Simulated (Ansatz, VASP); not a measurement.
**Si7Sn: VASP beside Ansatz**

```xyz
8
Lattice="-3.2112 3.2112 3.2112 3.2112 -3.2112 3.2112 3.2112 3.2112 -3.2112" Properties=species:S:1:pos:R:3 pbc="T T T"
Si    3.2112    0.0000    0.0000
Si    0.0000    0.0000    3.2112
Si    0.0000    3.2112    0.0000
Si    1.6056    1.6056   -1.6056
Si    1.6056   -1.6056    1.6056
Si   -1.6056    1.6056    1.6056
Si    1.6056    1.6056    1.6056
Sn    0.0000    0.0000    0.0000
```

Change from the starting cell: species swapped into the Fe7Co type (Im-3m, No. 229).

Alike in both runs: functional PBE; k mesh 8 × 8 × 8; occupations gaussian, width 0.1 eV; no spin polarisation.

Ansatz relaxed the structure, and its values are those at the end. VASP's run is a single point on that final structure, the one shown.

|  | VASP | Ansatz |
| --- | --- | --- |
| version | VASP 6.6.1 | Ansatz 0.2.0 |
| potentials or method | VASP PAW PBE potentials, release 64 (Si, Sn_d) | scalar-relativistic, plane waves, PAW |
| plane-wave cutoff (eV) | 520 | 420 |
| valence electrons in the cell | 42 | 42 |

|  | VASP | Ansatz | Ansatz less VASP |
| --- | --- | --- | --- |
| gap on the k mesh at the Fermi level (eV) | none | none | - |
| pressure (GPa) | 0.0 | 0.0 | +0.03 |

A gap of «none» marks a metal or a gap that the smearing closes. With one functional, cell and mesh, what is left measures potentials, basis and numerics.
